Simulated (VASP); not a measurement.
An input for Ansatz (written as the equivalent of a VASP run, and not itself run):

Ansatz 0.2 input:
```yaml
crystal:
  lattice:
    - [3.0193035, 0.0000000, 0.0000000]
    - [0.0000000, 3.0193035, 0.0000000]
    - [0.0000000, 0.0000000, 3.0193035]
  atoms:
    - { symbol: Br, position: [0.0000000, 0.0000000, 0.0000000] }
kpoints:
  mp_grid: { grid: [14, 14, 14] }
hamiltonian:
  xc: pbesol
  pseudopotentials: { kind: paw }
scf:
  occupations: { method: tetrahedron }
  max_iter: 100
output: { forces: true, stress: true, eigenvalues: true }
```

### Question
Translate this input to VASP (INCAR, KPOINTS, POSCAR, choice of POTCAR).

### Answer
One answer among several that fit: 
**POSCAR**
```
Br
1
    3.0193035312     0.0000000000     0.0000000000
    0.0000000000     3.0193035312     0.0000000000
    0.0000000000     0.0000000000     3.0193035312
Br
1
Direct
  0.0000000000   0.0000000000   0.0000000000
```

### INCAR
```
# general
SYSTEM  = Br
PREC    = Accurate
ENCUT   = 400
LREAL   = .FALSE.
LASPH   = .TRUE.

# electronic loop
EDIFF   = 1E-7
NELM    = 100
ALGO    = Normal
LMAXMIX = 4

# smearing
ISMEAR  = -5

# functional
GGA     = PS

# ions
ISIF    = 2

# output
LWAVE   = .FALSE.
LCHARG  = .TRUE.
LORBIT  = 11
NEDOS   = 601
```

File KPOINTS:
```
Automatic mesh
0
Gamma
14 14 14
0 0 0
```

POTCAR, in this order: Br (PBE.64 set). Program: vasp_std.

The two are equivalent in intent, not identical: each code has its own PAW files, so the cut-off isn't converted (ENCUT is set for VASP's; basis.ecutwfc is left out, and Ansatz then takes the one that its files recommend); Ansatz stops its SCF on the density residual and VASP on the energy change (EDIFF).

The structure was generated: Br was put into the simple-cubic type (Pm-3m), which need not be its known phase. It was relaxed first, which changed the volume by -7 %.
